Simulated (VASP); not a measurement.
Input:

```xyz
4
Lattice="3.4069 0.0000 0.0000 0.0000 3.4069 0.0000 0.0000 0.0000 3.4069" Properties=species:S:1:pos:R:3 pbc="T T T"
Fe     0.0000     0.0000     0.0000
Ni     0.0000     1.7034     1.7034
Ni     1.7034     0.0000     1.7034
Ni     1.7034     1.7034     0.0000
```
Starting moments (μB, in the order of the record's atoms Fe Ni Ni Ni): 2.9 0.6 0.6 0.6.

All values below come from PBE GGA, VASP's PBE PAW potentials (set 64) (plane waves; VASP 6.6.1). Numerical set-up: 500 eV cut-off, 9×9×9 Γ-centred mesh, first-order Methfessel-Paxton smearing of 0.10 eV, potentials Fe Ni.

Question: Estimate the cell moment, energy per atom (σ→0), pressure, band gap (on the k-mesh) with the smallest direct gap where there is one.

Answer: 
```
Quantity                                                    Result
------------------------  ----------------------------------------
band gap (on the k-mesh)  none (metal, semimetal or under 0.01 eV)
cell moment                                                4.46 μB
energy per atom (σ→0)                               -6.146 eV/atom
pressure                                                 29.80 GPa
```

Question: Give the moment on each site (PAW-sphere projection).

Answer: 
```tsv
site	moment (μB)
Fe1	2.74
Ni2	0.57
Ni3	0.57
Ni4	0.57
```

The compound is Ni3Fe in the L1_2 structure. It was relaxed first under an external pressure of 30 GPa.
